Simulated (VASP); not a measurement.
# PbO2 (Plattnerite): cell size against the level of theory

How close do the usual functionals, with and without dispersion, come to the cell of PbO2 (Plattnerite)? The levels: PBE, LDA, r2SCAN and PBE + D3(BJ). LASPH is on for some levels and off for others; the table marks which. The start is a cell from a database of measured crystal structures.

Program: VASP 6.6.1. Level of theory: PBE; plane waves and PAW (Pb_d, O), in the first sound run; inputs show where later runs differ. Results are calculated unless marked as measured.

Report form: the programs' logs are mostly left out.

## Step 1: Set-up

Before any relaxation, the start is as follows. It takes space group P4_2/mnm (No. 136, tetragonal). The conventional cell has a = 4.958 Å, b = 4.958 Å, c = 3.388 Å, α = 90.00°, β = 90.00°, γ = 90.00°. Nearest to Pb lie 6 O at 2.15 to 2.17 Å. Nearest to O lie 3 Pb at 2.15 to 2.17 Å. Farther neighbours and most contacts between anions are not listed.

Coordinates:

```xyz
6
Lattice="4.9577 0.0000 0.0000 0.0000 4.9577 0.0000 0.0000 0.0000 3.3879" Properties=species:S:1:pos:R:3 pbc="T T T"
Pb    0.0000    0.0000    0.0000
Pb    2.4788    2.4788    1.6940
O     1.5230    1.5230    0.0000
O     0.9558    4.0019    1.6940
O     3.4347    3.4347    0.0000
O     4.0019    0.9558    1.6940
```

## Step 2: Relaxation with PBE

Properties are meant for the cell that this level of theory prefers, so cell and atoms are relaxed first (ISIF = 3) until forces and stress are small; EDIFFG sets the threshold. PBE, the usual starting point, adds the gradient of the density.

Input file INCAR:

```
SYSTEM = PbO2
PREC = Accurate
ENCUT = 560
EDIFF = 1E-06
NELM = 100
ISMEAR = -1
SIGMA = 0.05
LREAL = .FALSE.
ALGO = Normal
GGA = PE
NBANDS = 32
LORBIT = 11
LWAVE = .FALSE.
LCHARG = .FALSE.
KPAR = 2
IBRION = 2
NSW = 60
ISIF = 3
EDIFFG = -0.01
```

Input file POSCAR:

```
PbO2
1.0
    4.9577000000      0.0000000000      0.0000000000
    0.0000000000      4.9577000000      0.0000000000
    0.0000000000      0.0000000000      3.3879000000
Pb O
2 4
Direct
    0.0000000000      0.0000000000      0.0000000000
    0.5000000000      0.5000000000      0.5000000000
    0.3072000000      0.3072000000      0.0000000000
    0.1928000000      0.8072000000      0.5000000000
    0.6928000000      0.6928000000      0.0000000000
    0.8072000000      0.1928000000      0.5000000000
```

Input file KPOINTS:

```
Automatic mesh
0
Gamma
5 5 7
0 0 0
```

The projector-augmented-wave data sets are Pb_d and O (PBE family, release 64).

Run with:

```bash
$ mpirun -np 2 vasp_std
```

Elapsed: 4.4 min, on 2 MPI ranks of AMD EPYC 7R43, shared host; peak memory 0.42 GiB; 8.7 min of CPU time.

The gap is read on the k-mesh alone, so it is an upper bound where the band edges lie off the mesh. The run keeps the 16 symmetry operations of its start, so it cannot find a distortion of lower symmetry.

Step by step:

| step | energy less that of the first step (eV) | largest force (eV/Å) | pressure (GPa) | volume (Å³) |
| --- | --- | --- | --- | --- |
| 1 | 0.0000 | 0.0673 | 9.17 | 83.27 |
| 2 | -0.0612 | 0.1828 | -5.34 | 93.22 |
| 3 | -0.1447 | 0.0977 | 0.05 | 88.64 |
| 4 | -0.1446 | 0.0950 | 0.21 | 88.53 |
| 5 | -0.1473 | 0.0386 | 0.18 | 88.68 |
| 6 | -0.1485 | 0.0307 | 0.17 | 88.86 |
| 7 | -0.1487 | 0.0095 | -0.15 | 89.10 |
| 8 | -0.1487 | 0.0129 | -0.11 | 89.07 |
| 9 | -0.1488 | 0.0009 | -0.02 | 89.01 |

| conventional cell, symmetrised | before | after | change |
| --- | --- | --- | --- |
| a (Å) | 4.958 | 5.082 | +2.5 % |
| b (Å) | 4.958 | 5.082 | +2.5 % |
| c (Å) | 3.388 | 3.446 | +1.7 % |
| volume (Å³/atom) | 13.88 | 14.84 | +6.9 % |

The relaxed structure:

```xyz
6
Lattice="5.0824 0.0000 0.0000 0.0000 5.0824 0.0000 0.0000 0.0000 3.4459" Properties=species:S:1:pos:R:3 pbc="T T T"
Pb    0.0000    0.0000    0.0000
Pb    2.5412    2.5412    1.7229
O     1.5652    1.5652    0.0000
O     0.9760    4.1064    1.7229
O     3.5172    3.5172    0.0000
O     4.1064    0.9760    1.7229
```

This step gave:

```yaml
electrons: 52
bands: 32
irreducible_k_points: 24
symmetry_operations: 16
free_energy_toten: -31.86 eV
energy_at_zero_smearing: -31.85 eV
fermi_energy: 3.780 eV
pressure: -0.01575 GPa
metallic: no
valence_top_at_k: 0, 0, 0.1429
conduction_bottom_at_k: 0, 0, 0
least_direct_gap_at_k: 0.2, 0, 0
scf_cycles_over_all_ionic_steps: 66
gap_on_the_k_mesh: 0.1180 eV
least_direct_gap_on_the_k_mesh: 0.1668 eV
```

It ends with a largest force of 0.001 eV/Å and a pressure of -0.02 GPa. The volume lies +6.9 % from that of the database's start. The conventional cell has a = 5.082 and c = 3.446 Å.

## Step 3: Relaxation with LDA

This step: LDA; plane waves and PAW (Pb_d, O) (VASP 6.6.1).

LDA, the lowest rung, knows the local density alone.

Changes to INCAR since step 2:

```diff
@@ -9,3 +9,3 @@
 ALGO = Normal
-GGA = PE
+GGA = CA
 NBANDS = 32
```

POSCAR is that of step 2.

KPOINTS is that of step 2.

Run with:

```bash
$ mpirun -np 2 vasp_std
```

Run time: 2.4 min. Hardware: 2 MPI ranks; peak memory 0.35 GiB.

The PAW data sets were made with PBE, though LDA sets exist; this is a small mismatch.

The steps of the relaxation:

```csv
step,energy less that of the first step (eV),largest force (eV/Å),pressure (GPa),volume (Å³)
1,0.0000,0.0168,-0.33,83.27
2,-0.0005,0.0029,0.27,82.92
3,-0.0005,0.0014,0.19,82.98
4,-0.0008,0.0007,0.06,82.99
5,-0.0009,0.0003,0.01,83.00
```

```
conventional cell, symmetrised  before  after  change
                         a (Å)   4.958  4.942  -0.3 %
                         b (Å)   4.958  4.942  -0.3 %
                         c (Å)   3.388  3.398  +0.3 %
              volume (Å³/atom)   13.88  13.83  -0.3 %
```

The relaxed structure:

```xyz
6
Lattice="4.9421 0.0000 0.0000 0.0000 4.9421 0.0000 0.0000 0.0000 3.3981" Properties=species:S:1:pos:R:3 pbc="T T T"
Pb    0.0000    0.0000    0.0000
Pb    2.4711    2.4711    1.6991
O     1.5192    1.5192    0.0000
O     0.9519    3.9902    1.6991
O     3.4229    3.4229    0.0000
O     3.9902    0.9519    1.6991
```

Numbers from this step:

```
free energy (TOTEN)             : -36.78 eV
energy at zero smearing         : -36.78 eV
Fermi energy                    : 4.199 eV
pressure                        : 0.01102 GPa
SCF cycles over all ionic steps : 34
gap on the k-mesh               : 0.1408 eV
least direct gap on the k-mesh  : 0.4168 eV
```

It ends at 13.83 Å³/atom, -0.3 % from the start, with 0.01 GPa left. The conventional cell has a = 4.942 and c = 3.398 Å.

## Step 4: Relaxation with r2SCAN

This step: r2SCAN; plane waves and PAW (Pb_d, O) (VASP 6.6.1).

r2SCAN adds the kinetic-energy density, costs more than a GGA and is run with LASPH.

Changes to INCAR since step 3:

```diff
@@ -9,3 +9,4 @@
 ALGO = Normal
-GGA = CA
+METAGGA = R2SCAN
+LASPH = .TRUE.
 NBANDS = 32
```

POSCAR is that of step 3.

KPOINTS is that of step 3.

Run with:

```bash
$ mpirun -np 2 vasp_std
```

Wall time 10 min (2 MPI ranks); peak memory 0.43 GiB; 21 min of CPU time.

The PAW data sets were made with PBE, which is usual practice but a small mismatch for other functionals.

Step by step:

| step | energy less that of the first step (eV) | largest force (eV/Å) | pressure (GPa) | volume (Å³) |
| --- | --- | --- | --- | --- |
| 1 | 0.0000 | 0.0499 | 3.36 | 83.27 |
| 2 | -0.0003 | 0.0880 | -3.05 | 86.83 |
| 3 | -0.0187 | 0.0239 | -0.01 | 85.03 |
| 4 | -0.0187 | 0.0229 | 0.06 | 84.99 |
| 5 | -0.0188 | 0.0082 | 0.05 | 85.02 |

| conventional cell, symmetrised | before | after | change |
| --- | --- | --- | --- |
| a (Å) | 4.958 | 4.989 | +0.6 % |
| b (Å) | 4.958 | 4.989 | +0.6 % |
| c (Å) | 3.388 | 3.416 | +0.8 % |
| volume (Å³/atom) | 13.88 | 14.17 | +2.1 % |

Final coordinates:

```xyz
6
Lattice="4.9892 0.0000 0.0000 0.0000 4.9892 0.0000 0.0000 0.0000 3.4155" Properties=species:S:1:pos:R:3 pbc="T T T"
Pb    0.0000    0.0000    0.0000
Pb    2.4946    2.4946    1.7078
O     1.5326    1.5326    0.0000
O     0.9620    4.0272    1.7078
O     3.4567    3.4567    0.0000
O     4.0272    0.9620    1.7078
```

It ends at 14.17 Å³/atom, +2.1 % from the start, with 0.05 GPa left. The conventional cell has a = 4.989 and c = 3.416 Å.

## Step 5: Relaxation with PBE + D3(BJ)

This step: PBE with D3(BJ); plane waves and PAW (Pb_d, O) (VASP 6.6.1).

A dispersion term adds the long-range attraction that semilocal functionals lack. D3 with Becke-Johnson damping keeps a finite attraction at short range.

Changes to INCAR since step 4:

```diff
@@ -9,4 +9,4 @@
 ALGO = Normal
-METAGGA = R2SCAN
-LASPH = .TRUE.
+GGA = PE
+IVDW = 12
 NBANDS = 32
```

POSCAR is that of step 4.

KPOINTS is that of step 4.

Run with:

```bash
$ mpirun -np 2 vasp_std
```

Elapsed: 3.8 min, on 2 MPI ranks; peak memory 0.43 GiB; 7.5 min of CPU time.

Relaxation path:

| step | energy less that of the first step (eV) | largest force (eV/Å) | pressure (GPa) | volume (Å³) |
| --- | --- | --- | --- | --- |
| 1 | 0.0000 | 0.0727 | 6.57 | 83.27 |
| 2 | -0.0247 | 0.1423 | -4.39 | 90.32 |
| 3 | -0.0744 | 0.0617 | 0.04 | 87.00 |
| 4 | -0.0743 | 0.0595 | 0.15 | 86.92 |
| 5 | -0.0750 | 0.0209 | 0.12 | 86.99 |
| 6 | -0.0751 | 0.0076 | 0.10 | 87.04 |
| 7 | -0.0751 | 0.0009 | -0.07 | 87.16 |
| 8 | -0.0751 | 0.0030 | -0.02 | 87.13 |

```csv
"conventional cell, symmetrised",before,after,change
a (Å),4.958,5.030,+1.5 %
b (Å),4.958,5.030,+1.5 %
c (Å),3.388,3.444,+1.7 %
volume (Å³/atom),13.88,14.52,+4.6 %
```

Final coordinates:

```
Pb O
1.0
     5.02982    0.00000    0.00000
     0.00000    5.02982    0.00000
     0.00000    0.00000    3.44412
Pb O
2 4
Cartesian
  0.0000 0.0000 0.0000
  2.5149 2.5149 1.7221
  1.5469 1.5469 0.0000
  0.9680 4.0618 1.7221
  3.4829 3.4829 0.0000
  4.0618 0.9680 1.7221
```

It ends at 14.52 Å³/atom, +4.6 % from the start, with -0.02 GPa left. The conventional cell has a = 5.030 and c = 3.444 Å. Against plain PBE, the dispersion term moves a by -1.0 % and c by -0.1 %.

## Step 6: The cells as a table

This step: relaxed cells at several levels; plane waves and PAW (VASP 6.6.1).

Derived from the runs above.

Lengths are those of the conventional cell; cost is the wall time of each run, as given at its step, times its ranks, without the set-up around it; LASPH differs between rows, which moves results and costs too. Results by level, by row:

| level | volume (Å³/atom) | change from the start (%) | a (Å) | c (Å) | cost (core minutes) | LASPH |
| --- | --- | --- | --- | --- | --- | --- |
| PBE | 14.84 | 6.9 | 5.082 | 3.446 | 8.74 | off |
| LDA | 13.83 | -0.3 | 4.942 | 3.398 | 4.8 | off |
| r2SCAN | 14.17 | 2.1 | 4.989 | 3.416 | 20.6 | on |
| PBE + D3(BJ) | 14.52 | 4.6 | 5.03 | 3.444 | 7.5 | off |

## Step 7: Outcome

- volume, PBE: 14.84 Å³/atom
- volume, LDA: 13.83 Å³/atom
- volume, r2SCAN: 14.17 Å³/atom
- volume, PBE + D3(BJ): 14.52 Å³/atom

What this shows: For PbO2 (Plattnerite) the levels give volumes between 13.83 Å³/atom (LDA) and 14.84 Å³/atom (PBE), a spread of 7.2 %, while the cost of the finished runs spans a factor of 4.3. Against the volume of the start, a cell from experiment, LDA comes nearest (-0.3 %) and PBE lies farthest (+6.9 %); thermal expansion is in that cell alone. Within 2 % of it: LDA. The costs hold the number of ionic steps as well as the price of the functional. Against the listed lengths the levels give a from -0.3 % to +2.5 % and c from +0.3 % to +1.7 %. Adding D3(BJ) to PBE changes the volume by -2.1 % (a by -1.0 % and c by -0.1 %). Within 0.02 Å all end in space group P4_2/mnm; the runs can't lower the symmetry of the start. Spin-orbit coupling is left out. LASPH is on for some levels and off for others, so differences between them are not the functional's alone. Each is a single relaxation on the plane waves of the start cell, so larger changes of volume carry a basis-set error that was not tested here. Zero-point and thermal expansion are not included.

[Lines on the potential files, build, host, timing and source positions are cut from VASP's logs without a mark.]

[Logs are printed without paths, hosts, clocks, repeated set-up lines and the standing remarks that a program may print on its own settings, such as how far it seeks lower states.]

[Hosts, paths, dates, database ids (printed as entryN), source tags and the programs' standing remarks are cut or masked in the printed files.]

[A measured line is paired with the nearest computed mode of its activity, which favours agreement.]
